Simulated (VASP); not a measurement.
Output of a VASP run:

### OSZICAR
```
...
RMM:   5    -0.609793013109E+03    0.65578E-07   -0.22860E-05   304   0.976E-03
  41 F= -.60979301E+03 E0= -.60979301E+03  d E =-.110583E-02
       N       E                     dE             d eps       ncg     rms          rms(c)
DAV:   1    -0.609793019282E+03   -0.61066E-05   -0.45883E-02   516   0.529E-01    0.354E-02
RMM:   2    -0.609793109715E+03   -0.90434E-04   -0.10466E-03   466   0.731E-02    0.188E-02
RMM:   3    -0.609793109396E+03    0.31880E-06   -0.71461E-05   411   0.203E-02    0.133E-02
RMM:   4    -0.609793106255E+03    0.31416E-05   -0.27859E-05   295   0.109E-02
  42 F= -.60979311E+03 E0= -.60979311E+03  d E =-.119897E-02
       N       E                     dE             d eps       ncg     rms          rms(c)
DAV:   1    -0.609793193554E+03   -0.84158E-04   -0.27633E-01   466   0.128E+00    0.867E-02
RMM:   2    -0.609793736248E+03   -0.54269E-03   -0.61761E-03   466   0.174E-01    0.419E-02
RMM:   3    -0.609793734295E+03    0.19527E-05   -0.41433E-04   466   0.482E-02    0.278E-02
RMM:   4    -0.609793718413E+03    0.15882E-04   -0.12598E-04   440   0.231E-02    0.659E-03
RMM:   5    -0.609793719478E+03   -0.10648E-05   -0.15010E-05   279   0.802E-03
  43 F= -.60979372E+03 E0= -.60979372E+03  d E =-.613223E-03
       N       E                     dE             d eps       ncg     rms          rms(c)
DAV:   1    -0.609793715795E+03    0.26182E-05   -0.10733E-02   540   0.253E-01    0.168E-02
RMM:   2    -0.609793738147E+03   -0.22352E-04   -0.24868E-04   466   0.349E-02    0.856E-03
RMM:   3    -0.609793738373E+03   -0.22543E-06   -0.17596E-05   277   0.978E-03    0.592E-03
RMM:   4    -0.609793737830E+03    0.54315E-06   -0.43836E-06   273   0.444E-03
  44 F= -.60979374E+03 E0= -.60979374E+03  d E =-.631575E-03
       N       E                     dE             d eps       ncg     rms          rms(c)
DAV:   1    -0.609793578701E+03    0.15967E-03   -0.23520E-01   466   0.120E+00    0.810E-02
RMM:   2    -0.609794027431E+03   -0.44873E-03   -0.52278E-03   466   0.166E-01    0.406E-02
RMM:   3    -0.609794022881E+03    0.45503E-05   -0.35396E-04   466   0.460E-02    0.265E-02
RMM:   4    -0.609794009091E+03    0.13790E-04   -0.10959E-04   437   0.217E-02    0.715E-03
RMM:   5    -0.609794009732E+03   -0.64043E-06   -0.14415E-05   277   0.775E-03
  45 F= -.60979401E+03 E0= -.60979401E+03  d E =-.271902E-03
       N       E                     dE             d eps       ncg     rms          rms(c)
DAV:   1    -0.609794017851E+03   -0.87595E-05   -0.16993E-02   484   0.323E-01    0.221E-02
RMM:   2    -0.609794048907E+03   -0.31056E-04   -0.37076E-04   466   0.441E-02    0.109E-02
RMM:   3    -0.609794048267E+03    0.64042E-06   -0.24707E-05   291   0.121E-02    0.695E-03
RMM:   4    -0.609794047132E+03    0.11344E-05   -0.61168E-06   272   0.530E-03
  46 F= -.60979405E+03 E0= -.60979405E+03  d E =-.309303E-03
       N       E                     dE             d eps       ncg     rms          rms(c)
DAV:   1    -0.609794075642E+03   -0.27375E-04   -0.91949E-02   468   0.749E-01    0.510E-02
RMM:   2    -0.609794247281E+03   -0.17164E-03   -0.20550E-03   466   0.103E-01    0.243E-02
RMM:   3    -0.609794244507E+03    0.27740E-05   -0.13692E-04   466   0.285E-02    0.165E-02
RMM:   4    -0.609794237828E+03    0.66792E-05   -0.48872E-05   406   0.143E-02
  47 F= -.60979424E+03 E0= -.60979424E+03  d E =-.190696E-03
```

OUTCAR:
```
------------------------ aborting loop because EDIFF is reached ----------------------------------------
  FORCE on cell =-STRESS in cart. coord.  units (eV):
  Direction    XX          YY          ZZ          XY          YZ          ZX
  --------------------------------------------------------------------------------------
  Total      -37.6604293    -32.4615554    -35.0518948      0.8059033      0.8695589      1.6665356
  in kB      -86.2011515    -74.3014222    -80.2304633      1.8446362      1.9903378      3.8145419
  external PRESSURE =     -80.2443457 kB  Pullay stress =       0.0000000 kB
  volume of cell :      699.98
      direct lattice vectors                 reciprocal lattice vectors
     9.175847566 -4.806597533  0.000414141     0.054492942 -0.104023688 -0.045716763
     9.175847566  4.806597533  0.000414141     0.054492942  0.104023688 -0.045716763
     6.657642848  0.000000000  7.935700720    -0.000005688  0.000000000  0.126017588
 POSITION                                       TOTAL-FORCE (eV/Angst)
 -----------------------------------------------------------------------------------
     10.56072     -0.09337      3.26088        -0.000619      0.001198     -0.007202
      4.39969     -0.00934      1.41882         0.000225     -0.001025     -0.000716
      1.84955     -0.01332      0.57447        -0.007254     -0.000690     -0.003859
      8.05273     -0.00908      2.54577        -0.000731     -0.002202     -0.004121
     14.01236     -0.00964      7.34813         0.006874     -0.004720      0.003072
      7.74794     -0.00915      5.35588        -0.006522     -0.005790      0.001024
      5.20180      0.01276      4.54560         0.002080     -0.001535      0.004435
     11.45989     -0.06723      6.61808        -0.002035     -0.002709      0.006994
     15.25170      2.40042      3.36857         0.001518     -0.001757      0.003165
      8.99473      2.39659      1.38340        -0.005652      0.000745     -0.003052
      6.43591      2.40172      0.58672         0.006655      0.001358      0.000239
     12.67249      2.39186      2.55733         0.001023     -0.001270     -0.006185
     18.56773      2.39766      7.34386        -0.003000      0.001784      0.000591
     12.37218      2.52998      5.43993         0.003074      0.012835      0.000660
      9.74304      2.45165      4.50346        -0.004807      0.001578      0.003335
     16.02046      2.39958      6.53118        -0.004713      0.003407      0.002051
     15.24496     -2.40690      3.37100         0.001577      0.003041      0.001425
      8.99105     -2.42783      1.37407        -0.002745      0.009024     -0.002021
      6.43237     -2.41599      0.58874         0.007608     -0.001269      0.003842
     12.69261     -2.41265      2.56106        -0.004771     -0.000712     -0.001431
     18.59093     -2.42322      7.33688        -0.002744      0.002726      0.004550
     12.32584     -2.41808      5.35369        -0.002322     -0.005532     -0.001176
      9.76445     -2.42551      4.55019         0.002795     -0.001233     -0.003202
     16.02912     -2.40784      6.53211        -0.005235     -0.009391     -0.002206
     19.83762      0.00634      3.36554        -0.001890      0.002663      0.001959
     13.57881     -0.01569      1.40214         0.002879     -0.004115     -0.005029
     11.03246     -0.01163      0.54919         0.001242      0.004454      0.006061
     17.27416     -0.00508      2.56298         0.000429      0.007853     -0.004401
     23.17967      0.00723      7.34859         0.005708     -0.001659      0.000277
     16.91784      0.00145      5.36276        -0.002094     -0.001246     -0.004710
     14.39423     -0.02991      4.56217         0.010345      0.001445     -0.002356
     20.60088      0.02905      6.55542         0.002062      0.001959      0.001095
      4.78146     -0.95520      2.99303        -0.007738      0.002168     -0.005016
      5.17947      1.65666      1.75752        -0.004651     -0.003661     -0.002426
      7.71055      0.92802      0.98144        -0.000098     -0.000767     -0.003444
      6.83944      0.72965      3.73498         0.001077     -0.000473     -0.001378
      7.31945     -1.67716      2.19390        -0.001884      0.001894      0.000946
      5.67041     -0.74430      0.24196        -0.003852      0.001415     -0.003258
      8.12560     -0.94002      6.93054         0.000464      0.002852      0.001875
      8.57349      1.63905      5.69303        -0.002104      0.001545      0.002570
     11.13345      0.78094      4.90009         0.002970      0.003031      0.000383
     10.18226      0.71987      7.69786         0.002249     -0.000950     -0.000755
     10.66125     -1.68232      6.17489         0.003332      0.004241      0.000600
      8.98545     -0.76005      4.16439         0.003279      0.002737     -0.001524
      9.38142      1.45399      2.96957         0.002096      0.000583      0.006953
      9.77179      4.05709      1.75510         0.001802      0.002795      0.003954
     12.30243      3.32304      0.98860        -0.002137      0.005082     -0.000088
     11.42443      3.11780      3.76225        -0.000681     -0.003247      0.001450
     11.89571      0.71536      2.21399         0.003717     -0.000317      0.001375
     10.25109      1.65522      0.21363         0.002538     -0.001681      0.000239
     12.69999      1.46924      6.93295         0.000488     -0.000038     -0.003933
     13.12146      4.12462      5.73692        -0.006656     -0.009535     -0.005270
     15.61924      3.31715      4.95122         0.001422     -0.000147     -0.001962
     14.75686      3.13573      7.70053         0.001922     -0.001544     -0.000977
     15.25315      0.72591      6.17141        -0.000305     -0.001293     -0.000500
     13.49935      1.61639      4.23250         0.004077      0.001550      0.002038
...
```
(Selected blocks of OUTCAR.)

**POSCAR**
```
Al32HO48
1
    9.1758475656    -4.8065975332     0.0004141407
    9.1758475656     4.8065975332     0.0004141407
    6.6576428475    -0.0000000000     7.9357007201
Al O H
32 48 1
Direct
  0.4260540000   0.4233280000   0.4227210000
  0.1760000000   0.1760000000   0.1760000000
  0.0740000000   0.0740000000   0.0740000000
  0.3240000000   0.3240000000   0.3240000000
  0.4260000000   0.4260000000   0.9260000000
  0.1760000000   0.1760000000   0.6760000000
  0.0740000000   0.0740000000   0.5740000000
  0.3251740000   0.3177440000   0.8263760000
  0.4260000000   0.9260000000   0.4260000000
  0.1760000000   0.6760000000   0.1760000000
  0.0740000000   0.5740000000   0.0740000000
  0.3326550000   0.8224190000   0.3212400000
  0.4260000000   0.9260000000   0.9260000000
  0.1746160000   0.6768360000   0.6764920000
  0.0740000000   0.5740000000   0.5740000000
  0.3240000000   0.8240000000   0.8240000000
  0.9260000000   0.4260000000   0.4260000000
  0.6760000000   0.1760000000   0.1760000000
  0.5740000000   0.0740000000   0.0740000000
  0.8219770000   0.3249350000   0.3201190000
  0.9260000000   0.4260000000   0.9260000000
  0.6787530000   0.1764660000   0.6709060000
  0.5740000000   0.0740000000   0.5740000000
  0.8240000000   0.3240000000   0.8240000000
  0.9260000000   0.9260000000   0.4260000000
  0.6734480000   0.6699480000   0.1807250000
  0.5740000000   0.5740000000   0.0740000000
  0.8240000000   0.8240000000   0.3240000000
  0.9260000000   0.9260000000   0.9260000000
  0.6760000000   0.6760000000   0.6760000000
  0.5676430000   0.5779320000   0.5725290000
  0.8240000000   0.8240000000   0.8240000000
  0.2220000000   0.0280000000   0.3750000000
  0.0280000000   0.3750000000   0.2220000000
  0.2780000000   0.4720000000   0.1250000000
  0.1250000000   0.2780000000   0.4720000000
  0.4720000000   0.1250000000   0.2780000000
  0.3750000000   0.2220000000   0.0280000000
  0.2220000000   0.0280000000   0.8750000000
  0.0280000000   0.3750000000   0.7220000000
  0.2809510000   0.4723720000   0.6194030000
  0.1250000000   0.2780000000   0.9720000000
  0.4720000000   0.1250000000   0.7780000000
  0.3750000000   0.2220000000   0.5280000000
  0.2220000000   0.5280000000   0.3750000000
  0.0280000000   0.8750000000   0.2220000000
  0.2780000000   0.9720000000   0.1250000000
  0.1250000000   0.7780000000   0.4720000000
  0.4712790000   0.6191940000   0.2837000000
  0.3750000000   0.7220000000   0.0280000000
  0.2220000000   0.5280000000   0.8750000000
  0.0280000000   0.8750000000   0.7220000000
  0.2780000000   0.9720000000   0.6250000000
  0.1250000000   0.7780000000   0.9720000000
  0.4720000000   0.6250000000   0.7780000000
  0.3706030000   0.7174270000   0.5339690000
  0.7220000000   0.0280000000   0.3750000000
  0.5280000000   0.3750000000   0.2220000000
  0.7780000000   0.4720000000   0.1250000000
  0.6299840000   0.2749710000   0.4711440000
  0.9720000000   0.1250000000   0.2780000000
  0.8750000000   0.2220000000   0.0280000000
  0.7220000000   0.0280000000   0.8750000000
  0.5283380000   0.3749980000   0.7209060000
  0.7780000000   0.4720000000   0.6250000000
  0.6250000000   0.2780000000   0.9720000000
  0.9720000000   0.1250000000   0.7780000000
  0.8750000000   0.2220000000   0.5280000000
  0.7225370000   0.5331850000   0.3691390000
  0.5280000000   0.8750000000   0.2220000000
  0.7780000000   0.9720000000   0.1250000000
  0.6250000000   0.7780000000   0.4720000000
  0.9720000000   0.6250000000   0.2780000000
  0.8750000000   0.7220000000   0.0280000000
  0.7220000000   0.5280000000   0.8750000000
  0.5280000000   0.8750000000   0.7220000000
  0.7780000000   0.9720000000   0.6250000000
  0.6250000000   0.7780000000   0.9720000000
  0.9720000000   0.6250000000   0.7780000000
  0.8750000000   0.7220000000   0.5280000000
  0.4974180000   0.5022980000   0.5017480000
```

Q: Write an INCAR and KPOINTS that could have produced this output.

A: One answer among several that fit: the input of the run itself, PBE GGA, plane waves, VASP's PBE PAW potentials (set 64).

**INCAR**
```
SYSTEM = Al32HO48
PREC = Normal
ENCUT = 400
EDIFF = 1E-5
NELM = 100
ALGO = Fast
LREAL = Auto
LASPH = .TRUE.
ISMEAR = 0
SIGMA = 0.05
GGA = PE
LWAVE = .FALSE.
LCHARG = .FALSE.
NELMIN = 4
ISYM = 0
NELECT = 384.0
IBRION = 2
ISIF = 2
NSW = 60
EDIFFG = -0.03
```

File KPOINTS:
```
Automatic mesh
0
Gamma
1 1 1
0 0 0
```

POTCAR, in this order: Al O H (PBE.64 set). Program: vasp_gam.

At this cut-off the stress carries a Pulay error, which pulls relaxed volumes low. The cell is charged, with a uniform compensating background. The supercell is sampled at Γ alone, which is coarse: total energies, pressure and levels can be off, energies of defects by several tenths of an eV.

The cell is a supercell with a defect, built from Al2O3 (corundum): H_i, charge +1. The run is not spin-polarised, so no state with unpaired spins was tried.
